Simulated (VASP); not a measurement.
Calculation: r2SCAN meta-GGA, VASP's PBE PAW potentials (set 64) (plane waves; VASP).

VASP ran on this input.

### INCAR
```
SYSTEM = Si
PREC = Accurate
NELM = 100   # most electronic steps
ENCUT = 400   # plane-wave cut-off (eV)
EDIFFG = -0.01   # ionic stop
LREAL = F   # projection in real space or not
IBRION = 2   # conjugate gradients
SIGMA = 0.1   # width (eV)
NSW = 60   # most ionic steps
ISIF = 3   # ions, shape and volume
EDIFF = 1E-6   # SCF stop (eV)
ALGO = Normal
LMIXTAU = T
LWAVE = F
METAGGA = R2SCAN
LASPH = T   # aspherical one-centre terms
ISMEAR = 1   # Methfessel-Paxton
LCHARG = F
```

### POSCAR
```
Si
1
    2.7423950000     0.0000000000     0.0000000000
   -1.3711970000     2.3749840000     0.0000000000
    0.0000000000     0.0000000000     4.4525360000
Si
2
Direct
  0.3333330000   0.6666670000   0.2500000000
  0.6666670000   0.3333330000   0.7500000000
```

File KPOINTS:
```
Automatic mesh
0
Gamma
14 14 8
0 0 0
```

POTCAR, in this order: Si (PBE.64 set). Program: vasp_std.

Output

OSZICAR:
```
...
DAV:   3    -0.161205731204E+02    0.32937E-03   -0.73239E-04  2424   0.188E-01    0.885E-03
DAV:   4    -0.161205820471E+02   -0.89267E-05   -0.85817E-05  2056   0.114E-01    0.841E-03
DAV:   5    -0.161205842889E+02   -0.22418E-05   -0.40200E-05  2016   0.101E-01    0.307E-03
DAV:   6    -0.161205784402E+02    0.58488E-05   -0.25515E-05  2032   0.782E-02    0.120E-03
DAV:   7    -0.161205775272E+02    0.91301E-06   -0.44030E-07  1400   0.876E-03
   4 F= -.16120578E+02 E0= -.16120342E+02  d E =-.389174E-02
       N       E                     dE             d eps       ncg     rms          rms(c)
DAV:   1    -0.161448604881E+02   -0.24282E-01   -0.80498E-01  2520   0.539E+00    0.516E-01
DAV:   2    -0.161420567181E+02    0.28038E-02   -0.11541E-02  2272   0.953E-01    0.308E-01
DAV:   3    -0.161389833249E+02    0.30734E-02   -0.69106E-03  2392   0.553E-01    0.283E-02
DAV:   4    -0.161390424421E+02   -0.59117E-04   -0.60492E-04  2080   0.230E-01    0.224E-02
DAV:   5    -0.161390413565E+02    0.10856E-05   -0.15777E-04  2064   0.132E-01    0.121E-02
DAV:   6    -0.161390280316E+02    0.13325E-04   -0.11762E-04  2080   0.109E-01    0.297E-03
DAV:   7    -0.161390292739E+02   -0.12423E-05   -0.17593E-06  2392   0.137E-02    0.265E-03
DAV:   8    -0.161390292622E+02    0.11721E-07   -0.36132E-07  1168   0.670E-03
   5 F= -.16139029E+02 E0= -.16139148E+02  d E =-.223435E-01
       N       E                     dE             d eps       ncg     rms          rms(c)
DAV:   1    -0.161437294331E+02   -0.47002E-02   -0.37784E+00  2552   0.114E+01    0.119E+00
DAV:   2    -0.161239283035E+02    0.19801E-01   -0.58147E-02  2232   0.210E+00    0.697E-01
DAV:   3    -0.161062896799E+02    0.17639E-01   -0.40134E-02  2424   0.131E+00    0.575E-02
DAV:   4    -0.161069698901E+02   -0.68021E-03   -0.34585E-03  2080   0.554E-01    0.483E-02
DAV:   5    -0.161068557743E+02    0.11412E-03   -0.31347E-04  2136   0.172E-01    0.257E-02
DAV:   6    -0.161069023021E+02   -0.46528E-04   -0.14135E-04  2272   0.118E-01    0.569E-03
DAV:   7    -0.161069054489E+02   -0.31468E-05   -0.10538E-05  2192   0.327E-02    0.558E-03
DAV:   8    -0.161069050479E+02    0.40107E-06   -0.58801E-07  1224   0.836E-03
   6 F= -.16106905E+02 E0= -.16106929E+02  d E =0.978074E-02
       N       E                     dE             d eps       ncg     rms          rms(c)
DAV:   1    -0.161632748459E+02   -0.56369E-01   -0.25768E+00  2496   0.987E+00    0.976E-01
DAV:   2    -0.161516971945E+02    0.11578E-01   -0.39797E-02  2216   0.175E+00    0.615E-01
DAV:   3    -0.161404265541E+02    0.11271E-01   -0.25690E-02  2392   0.106E+00    0.455E-02
DAV:   4    -0.161405386229E+02   -0.11207E-03   -0.24415E-03  2048   0.458E-01    0.382E-02
DAV:   5    -0.161404927986E+02    0.45824E-04   -0.18682E-04  2176   0.133E-01    0.223E-02
DAV:   6    -0.161405205584E+02   -0.27760E-04   -0.11531E-04  2240   0.105E-01    0.394E-03
DAV:   7    -0.161405202615E+02    0.29685E-06   -0.16928E-05  2096   0.401E-02    0.339E-03
DAV:   8    -0.161405204524E+02   -0.19089E-06   -0.13061E-06  1896   0.123E-02
   7 F= -.16140520E+02 E0= -.16140551E+02  d E =-.238347E-01
       N       E                     dE             d eps       ncg     rms          rms(c)
DAV:   1    -0.161414644623E+02   -0.94420E-03   -0.69025E-02  2544   0.153E+00    0.155E-01
DAV:   2    -0.161411495913E+02    0.31487E-03   -0.97290E-04  2168   0.273E-01    0.929E-02
DAV:   3    -0.161408632500E+02    0.28634E-03   -0.63483E-04  2360   0.165E-01    0.762E-03
DAV:   4    -0.161408689402E+02   -0.56901E-05   -0.55433E-05  2072   0.691E-02    0.617E-03
DAV:   5    -0.161408673280E+02    0.16122E-05   -0.58158E-06  2104   0.239E-02    0.320E-03
DAV:   6    -0.161408680442E+02   -0.71624E-06   -0.40333E-06  2096   0.198E-02
   8 F= -.16140868E+02 E0= -.16140917E+02  d E =-.241823E-01
       N       E                     dE             d eps       ncg     rms          rms(c)
DAV:   1    -0.161437317406E+02   -0.28644E-02   -0.17608E-01  2480   0.245E+00    0.293E-01
DAV:   2    -0.161431758819E+02    0.55586E-03   -0.28358E-03  2152   0.442E-01    0.197E-01
DAV:   3    -0.161425666643E+02    0.60922E-03   -0.17735E-03  2440   0.291E-01    0.413E-02
DAV:   4    -0.161425592053E+02    0.74590E-05   -0.11742E-04  2096   0.102E-01    0.314E-02
DAV:   5    -0.161425797650E+02   -0.20560E-04   -0.33086E-05  2056   0.601E-02    0.161E-02
DAV:   6    -0.161425627624E+02    0.17003E-04   -0.36828E-05  1960   0.606E-02    0.328E-03
DAV:   7    -0.161425627287E+02    0.33721E-07   -0.13396E-06  1592   0.111E-02
   9 F= -.16142563E+02 E0= -.16142606E+02  d E =-.169468E-02
       N       E                     dE             d eps       ncg     rms          rms(c)
DAV:   1    -0.161431022032E+02   -0.53944E-03   -0.14014E-02  2424   0.698E-01    0.841E-02
DAV:   2    -0.161430504977E+02    0.51706E-04   -0.23399E-04  2144   0.126E-01    0.560E-02
DAV:   3    -0.161430000711E+02    0.50427E-04   -0.13421E-04  2488   0.820E-02    0.121E-02
DAV:   4    -0.161430003934E+02   -0.32230E-06   -0.79895E-06  2096   0.257E-02
  10 F= -.16143000E+02 E0= -.16143135E+02  d E =-.213235E-02
       N       E                     dE             d eps       ncg     rms          rms(c)
DAV:   1    -0.161430079790E+02   -0.79079E-05   -0.26347E-04  2440   0.965E-02    0.980E-03
DAV:   2    -0.161430087749E+02   -0.79590E-06   -0.66868E-06  2160   0.245E-02
  11 F= -.16143009E+02 E0= -.16143153E+02  d E =-.214073E-02
       N       E                     dE             d eps       ncg     rms          rms(c)
DAV:   1    -0.161435017700E+02   -0.49379E-03   -0.21630E-02  2448   0.867E-01    0.124E-01
DAV:   2    -0.161435484125E+02   -0.46643E-04   -0.31271E-04  2152   0.156E-01    0.841E-02
DAV:   3    -0.161434834941E+02    0.64918E-04   -0.16700E-04  2408   0.967E-02    0.193E-02
DAV:   4    -0.161434770305E+02    0.64636E-05   -0.32433E-05  2104   0.589E-02    0.127E-02
DAV:   5    -0.161434976703E+02   -0.20640E-04   -0.34201E-05  1952   0.736E-02    0.682E-03
DAV:   6    -0.161434755702E+02    0.22100E-04   -0.26285E-05  1960   0.651E-02    0.192E-03
DAV:   7    -0.161434756349E+02   -0.64697E-07   -0.59297E-07  1120   0.910E-03
  12 F= -.16143476E+02 E0= -.16143544E+02  d E =-.466860E-03
       N       E                     dE             d eps       ncg     rms          rms(c)
DAV:   1    -0.161435043740E+02   -0.28804E-04   -0.10077E-03  2432   0.187E-01    0.266E-02
DAV:   2    -0.161435054985E+02   -0.11245E-05   -0.16656E-05  2128   0.347E-02    0.179E-02
DAV:   3    -0.161435024791E+02    0.30194E-05   -0.62583E-06  2304   0.194E-02    0.419E-03
DAV:   4    -0.161435024321E+02    0.46951E-07   -0.34467E-07  1016   0.600E-03
  13 F= -.16143502E+02 E0= -.16143584E+02  d E =-.493657E-03
       N       E                     dE             d eps       ncg     rms          rms(c)
DAV:   1    -0.161435030012E+02   -0.52214E-06   -0.65212E-06  2408   0.158E-02    0.293E-03
DAV:   2    -0.161435027639E+02    0.23736E-06   -0.36469E-07  1008   0.770E-03
  14 F= -.16143503E+02 E0= -.16143583E+02  d E =-.493989E-03
       N       E                     dE             d eps       ncg     rms          rms(c)
DAV:   1    -0.161435030690E+02   -0.67749E-07   -0.52106E-06  2528   0.156E-02    0.190E-03
DAV:   2    -0.161435026247E+02    0.44432E-06   -0.66676E-07  1016   0.111E-02
  15 F= -.16143503E+02 E0= -.16143582E+02  d E =-.493850E-03
       N       E                     dE             d eps       ncg     rms          rms(c)
DAV:   1    -0.161435098828E+02   -0.68138E-05   -0.22039E-04  2464   0.884E-02    0.108E-02
DAV:   2    -0.161435090325E+02    0.85033E-06   -0.39103E-06  2152   0.203E-02
  16 F= -.16143509E+02 E0= -.16143575E+02  d E =-.640779E-05
```

OUTCAR:
```
------------------------ aborting loop because EDIFF is reached ----------------------------------------
  FORCE on cell =-STRESS in cart. coord.  units (eV):
  Direction    XX          YY          ZZ          XY          YZ          ZX
  --------------------------------------------------------------------------------------
  Total       -0.0043865     -0.0043866      0.0046017     -0.0000000      0.0000000      0.0000000
  in kB       -0.2569003     -0.2569004      0.2695027     -0.0000000      0.0000000      0.0000000
  external PRESSURE =      -0.0814327 kB  Pullay stress =       0.0000000 kB
  volume of cell :       27.36
      direct lattice vectors                 reciprocal lattice vectors
     2.618993597 -0.000000026 -0.000000000     0.381826060  0.220447278 -0.000000000
    -1.309496343  2.268115227  0.000000000     0.000000004  0.440894710 -0.000000000
     0.000000000  0.000000000  4.605422005     0.000000000 -0.000000000  0.217135368
 POSITION                                       TOTAL-FORCE (eV/Angst)
 -----------------------------------------------------------------------------------
     -0.00000      1.51208      1.15136        -0.000000      0.000000      0.000000
      1.30950      0.75604      3.45407         0.000000     -0.000000     -0.000000
 -----------------------------------------------------------------------------------
    total drift:                                0.000001     -0.000000      0.000003
  FREE ENERGIE OF THE ION-ELECTRON SYSTEM (eV)
  ---------------------------------------------------
  free  energy   TOTEN  =       -16.1435090325 eV

  energy  without entropy=      -16.1437059662  energy(sigma->0) =      -16.14357468

 reached required accuracy - stopping structural energy minimisation
```
(Selected blocks of OUTCAR.)

### CONTCAR
```
Si
   1.00000000000000
     2.6189935965708893   -0.0000000256396140   -0.0000000000000000
    -1.3094963429888422    2.2681152274222516    0.0000000000000000
     0.0000000000000000    0.0000000000000001    4.6054220054552548
  Si
     2
Direct
     0.3333330000000032    0.6666669999999968    0.2500000000000000
     0.6666669999999968    0.3333330000000032    0.7500000000000000
```

Energy and stress use the plane-wave basis of the starting cell.

The structure was generated: Si was put into the hcp type (P6_3/mmc), which need not be its known phase. This run relaxes it. Symmetry was kept, so distortions that lower it aren't found.
